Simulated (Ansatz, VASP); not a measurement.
# AlN: VASP beside Ansatz, part 2 of 2

One calculation is typed for both programs; each brings its own data sets. How far apart do they land? The cell is taken from a series of runs on this material, whose earlier steps may have relaxed, scaled, displaced or heated it; both programs get it as it stands.

VASP 6.6.1 and Ansatz 0.2.0.

So far: Starting point; VASP: zone-centre phonons, LDA.

## 3. Ansatz: zone-centre phonons, LDA

Level of this step: Ansatz beside VASP: Kohn-Sham DFT, plane waves, LDA (Ansatz).

Ansatz runs on its default PAW (the set named soft_2) files.

The same cell, functional (in two slightly different forms) and mesh now go to Ansatz, which takes its cutoff from its data sets.

input.yaml reads:

```yaml
crystal:
  lattice:
    - [0.0, 2.1711276009, 2.1711276009]
    - [2.1711276009, 0.0, 2.1711276009]
    - [2.1711276009, 2.1711276009, 0.0]
  atoms:
    - { symbol: Al, position: [0.0, 0.0, 0.0] }
    - { symbol: "N", position: [0.75, 0.75, 0.75] }
kpoints:
  mp_grid: { grid: [8, 8, 8] }
hamiltonian:
  xc: lda
scf:
  occupations: { method: fixed }
output:
  eigenvalues: true
phonons:
  method: dfpt
  dielectric: true
  rigid_motions: translations
```

Launch:

```sh
ansatz run input.yaml --threads 4 --pin off --max-ram 7168MiB --backend cpu --events-out ev --progress --plain --runs-dir out
```

Numbers of over 12 decimals in the logs are rounded to 6 here.

Log:

```text
Engine: ansatz 0.2.0, aarch64-unknown-linux-gnu
Pseudopotentials: kind: paw
Pseudopotential: Al, paw, valence charge 3, recommended cutoff 420 eV (normal), Al.paw.azcp
Pseudopotential: N, paw, valence charge 5, recommended cutoff 420 eV (normal), N.paw.azcp
Functional definition: SPW92
  exchange = slater_x
  correlation = pw_c
Crystal: 2 atoms, lattice volume = 20.469 Å³
Basis set: ecut = 420 eV, 411 PW (Γ), exchange–correlation on 48×48×48 points (8 copies of the dense FFT grid, shifted against one another)
Bands: 8, of which v1, the nominal top of the filled ones, is band 4 counted from 1 (3 counted from 0)
Symmetry: 24 space group operations
k-points: 95 of 512 (irreducible under 4 space group operations, time reversal used)
Non-local potential: Al, projectors of the file, l = 0: 2, l = 1: 2, l = 2: 1
Non-local potential: N, projectors of the file, l = 0: 2, l = 1: 2, l = 2: 1
PAW form: soft (Blöchl's): semilocal exchange-correlation on the pseudo side does not see the compensation charge
PAW frozen core: Al, regenerated for the run's functional, and the local potential with it (the file was generated under x = pbe(κ = 0.804, μ = 0.219515), c = pbe(β = 0.066725))
PAW frozen core: N, regenerated for the run's functional, and the local potential with it (the file was generated under x = pbe(κ = 0.804, μ = 0.219515), c = pbe(β = 0.066725))
PAW one-centre angular grid: Al, 110 points (default); XC on 64 Gauss nodes
PAW one-centre angular grid: N, 110 points (default); XC on 64 Gauss nodes
Initial density: superposition of atomic densities (neutral atoms: chi_scale 0, normalization atom), corrected by the library's trained network
Initial wavefunctions: pseudopotential atomic-orbital guess
Functional: x = slater, c = lda
SCF iter   1: F=—  HF=-889.817344 eV  |F-HF|=—  |Δ(HF+E_count)|=         —  Δρ=8.92e-3  dr2=1.84e-2  ethr=1.77e-3  ⟨swp⟩=4.7  Hψ=5077  notcnv=0  defer=11
preconditioner: auto → none  [insulator: Δε(μ)=3.117 eV  Ē_g=15.319 eV  n_scr=0 (ndim 8)  ℏωp=23.2 eV  f_vac=0.000  ε∞_Penn≈3.3]
SCF iter   2: F=—  HF=-889.812513 eV  |F-HF|=—  |Δ(HF+E_count)|=   4.83e-3  Δρ=4.81e-3  dr2=2.62e-3  ethr=2.30e-4  ⟨swp⟩=2.4  Hψ=1804  notcnv=0  defer=188
SCF iter   3: F=—  HF=-889.811663 eV  |F-HF|=—  |Δ(HF+E_count)|=   8.50e-4  Δρ=1.50e-3  dr2=1.79e-4  ethr=3.27e-5  ⟨swp⟩=2.6  Hψ=1265  notcnv=0  defer=173
SCF iter   4: F=—  HF=-889.811580 eV  |F-HF|=—  |Δ(HF+E_count)|=   8.33e-5  Δρ=1.09e-4  dr2=9.44e-7  ethr=2.24e-6  ⟨swp⟩=2.9  Hψ=1164  notcnv=0  defer=144
SCF iter   5: F=—  HF=-889.811579 eV  |F-HF|=—  |Δ(HF+E_count)|=   5.56e-7  Δρ=5.40e-6  dr2=2.34e-9  ethr=1.18e-8  ⟨swp⟩=2.0  Hψ=867  notcnv=0
SCF iter   6: F=-889.811579 eV  HF=-889.811579 eV  |F-HF|=5.23e-12  |Δ(HF+E_count)|=  9.58e-10  Δρ=4.60e-7  dr2=1.17e-11  ethr=1.25e-12  ⟨swp⟩=7.0  Hψ=4238  notcnv=0
SCF 1 converged in 6 iterations: F = -889.811579 eV  dr2 = 1.17e-11
  greatest PAW one-centre occupation: 0.782 electrons in one spin orbital (limit 2), on the N atom at site 1 (counted from 0), in its partial waves of l = 0
DFPT response loops at Γ: preconditioner auto → none (the input reference at scf.mixing.eps_inf says where Resta's filter doesn't serve); β = 0.50; Broyden in place of MSR1
── the response to a field inside a basis, on 8×8×8 k-points: an SCF that follows is theirs, and a resumed run solves both again ──
Bands: 5, of which v1, the nominal top of the filled ones, is band 4 counted from 1 (3 counted from 0)
k-points: 60 of 512 (irreducible under 6 space group operations, time reversal used)
Initial density: handed on by an earlier stage of this run
Initial wavefunctions: pseudopotential atomic-orbital guess (no wavefunctions were taken with the density)
Eigensolver: Dense (60 Hₖ)
SCF iter   1: F=—  HF=-889.816836 eV  |F-HF|=—  |Δ(HF+E_count)|=         —  Δρ=7.59e-4  dr2=1.56e-5  ethr=1.00e-1
preconditioner: auto → none  [insulator: Δε(μ)=3.515 eV  Ē_g=11.398 eV  n_scr=0 (ndim 8)  ℏωp=23.2 eV  f_vac=0.000  ε∞_Penn≈5.1]
SCF iter   2: F=—  HF=-889.816837 eV  |F-HF|=—  |Δ(HF+E_count)|=   9.55e-7  Δρ=3.63e-4  dr2=4.48e-6  ethr=1.95e-7
SCF iter   3: F=—  HF=-889.816838 eV  |F-HF|=—  |Δ(HF+E_count)|=   1.41e-6  Δρ=1.30e-4  dr2=1.90e-6  ethr=5.60e-8
SCF iter   4: F=-889.816838 eV  HF=-889.816838 eV  |F-HF|=4.81e-10  |Δ(HF+E_count)|=   4.92e-7  Δρ=1.10e-5  dr2=6.80e-9  ethr=2.37e-8
SCF 1 converged in 4 iterations: F = -889.816838 eV  dr2 = 6.80e-9
DFPT response loops at Γ: mixed as the last ones told, above
SCF converged after 6 iterations
Free energy (F): -889.811579 eV
Harris-Foulkes:  -889.811579 eV  (|F-HF|=5.23e-12)
Internal energy: -889.811579 eV  (E = F + TS)
E sigma→0 (E₀):  -889.811579 eV
Fermi energy:    6.862142 eV
--- Per-component energies (eV) ---
  E_band       = 14.570666
  E_kinetic    = 159.559147
  E_local      = -221.803079  (includes V_loc(G=0)·N_el)
  E_nonlocal   = 57.685007
  E_hartree    = 75.840581
  E_xc         = -100.757926
  E_vxc        = -107.781767  (∫ρ·V_xc dr)
  E_paw        = -562.109952  (= ΣΔE_a)
  E_vpaw       = -24.769880  (= ΣTr[D̂ρ^β])
  E_aug_tail   = 0.000090  (compensation charges beyond the density's cutoff)
  E_ewald      = -298.361208
  E_core_change = 0.135761  (= ΣΔE_core)
  E_smearing   = -0.000000  (= −TS)
  E_closure    = -0.000000  (closes the sum)
  Σ components = -889.811579   (vs F -889.811579, Δ=0.00e0)
--- Band table (eV; the first three rows and the last of 95) ---
  k-point 0: bands = ["-8.0566", "6.8621", "6.8621", "6.8621", "11.2501", "19.3951", "19.3951", "19.3951"]
  k-point 1: bands = ["-7.8200", "5.6892", "6.7833", "6.7833", "12.1644", "18.8295", "19.5663", "19.5663"]
  k-point 2: bands = ["-7.1674", "3.5793", "6.6045", "6.6045", "13.4410", "17.8314", "19.1411", "19.1411"]
  k-point 94: bands = ["-5.1507", "3.0285", "3.3331", "4.1063", "12.8668", "18.2020", "18.8665", "19.0893"]
--- Phonons (Γ-DFPT): 2 representative perturbations + reference, on 95 of 512 k-points (Σ response iterations 6) ---
  k mesh reduced under 4 symmetry operations, with k and −k counted as one. Each operation leaves every solved perturbation unchanged. A smaller set is not considered because the run solves the response to a homogeneous field
  ASR residual: 1.338e-4 → 0.000e0 eV/Å²; symmetrization residual: 1.298e-6 eV/Å²
  ASR residual per site (eV/Å²): 5.46e-5 1.34e-4
  Γ frequencies (cm⁻¹): 0.00 0.00 0.00 664.15 664.15 664.15
  ε∞ (high-frequency dielectric tensor):
        4.538155    -0.000000     0.000000
       -0.000000     4.538155     0.000000
        0.000000     0.000000     4.538155
  ε⁰ (static dielectric tensor: ions relaxed, cell fixed):
        8.366516    -0.000000    -0.000000
       -0.000000     8.366516    -0.000000
       -0.000000    -0.000000     8.366516
  ε⁰ − ε∞ (ionic part):
        3.828361    -0.000000    -0.000000
       -0.000000     3.828361    -0.000000
       -0.000000    -0.000000     3.828361
  softest optical mode at Γ: 664.15 cm⁻¹; the repairs (sum rule, projections) moved no ω² at Γ by more than (1.66 cm⁻¹)²
  Born effective charges Z* (e; rows j = field, columns β = displacement):
    site 0:
         2.54494    0.00000   -0.00000
        -0.00000    2.54494    0.00000
        -0.00000    0.00000    2.54494
    site 1:
        -2.54494   -0.00000    0.00000
         0.00000   -2.54494   -0.00000
         0.00000   -0.00000   -2.54494
  Z* charge neutrality: 1.799e-3 e pre-enforcement
  solved inside a basis spanned on kpoints, on 8×8×8 k-points, its susceptibility summed on 12×12×12: ε∞ is read to err by 1.3e-2, Z* by 9.8e-3 e (field_mesh: kpoints solves on kpoints); Z* is corrected for what the basis lacks
  optical modes at Γ without the LO–TO term, one row a degenerate level:
      ω (cm⁻¹)  modes    IR ((D/Å)²/amu)
        664.15      3            48.6173
  optical modes at Γ + LO–TO along q̂ = [1.0000, 0.0000, 0.0000]:
      ω (cm⁻¹)  modes    IR ((D/Å)²/amu)
        664.15      2            32.4115
        901.77      1            16.2058
  optical modes at Γ + LO–TO along q̂ = [0.0000, 1.0000, 0.0000]:
      ω (cm⁻¹)  modes    IR ((D/Å)²/amu)
        664.15      2            32.4115
        901.77      1            16.2058
  optical modes at Γ + LO–TO along q̂ = [0.0000, 0.0000, 1.0000]:
      ω (cm⁻¹)  modes    IR ((D/Å)²/amu)
        664.15      2            32.4115
        901.77      1            16.2058
```

## 4. Side by side

Known differences besides the potentials themselves: the two LDA forms differ slightly; fixed occupations in Ansatz, narrow Gaussian smearing in VASP; VASP's response is taken on the typed mesh, Ansatz refines its own for the field response alone; the cutoff is 420 eV in Ansatz and 600 eV in VASP; VASP's log shows a relativistic correction to its local exchange, Ansatz's none. Total energies have different zeros and are not compared.

The two programs side by side:

| quantity | Ansatz | VASP | difference |
| --- | --- | --- | --- |
| ε∞ xx | 4.54 | 4.56 | -0.37 % |
| ε∞ yy | 4.54 | 4.56 | -0.37 % |
| ε∞ zz | 4.54 | 4.56 | -0.37 % |
| Born charge of Al1 (mean of the diagonal) (e) | 2.54 | 2.53 | +0.01 |
| Born charge of N2 (mean of the diagonal) (e) | -2.54 | -2.53 | -0.01 |
| optical mode 1 to 3 (cm⁻¹) | 664.1 | 670.5 | -0.95 % |

Modes are paired by rising frequency, not by their patterns, so a pair may set unlike modes beside each other; they are those without the splitting of longitudinal modes.

## 5. Outcome

| Property | Result |
| --- | --- |
| r.m.s. difference of the optical zone-centre modes, each program's sorted by frequency (zone-centre phonons, LDA) | 6.3 cm⁻¹ |
| difference in optical mode 1 to 3 (zone-centre phonons, LDA) | -0.9 % |

**Reading.** The r.m.s. difference of the optical zone-centre modes, each program's sorted by frequency is 6.3 cm⁻¹ (zone-centre phonons, LDA). Among the rows given in per cent, the largest difference of the zone-centre phonons, LDA pair is in optical mode 1 to 3, -0.9 %. How closely two codes agree says nothing of how well the functional describes the real material.

[Lines on the potential files, build, host, timing and source positions are cut from VASP's logs without a mark.]

[Logs are printed without paths, hosts, clocks, repeated set-up lines and the standing remarks that a program may print on its own settings, such as how far it seeks lower states.]

[Hosts, paths, dates, database ids (printed as entryN), source tags and the programs' standing remarks are cut or masked in the printed files.]
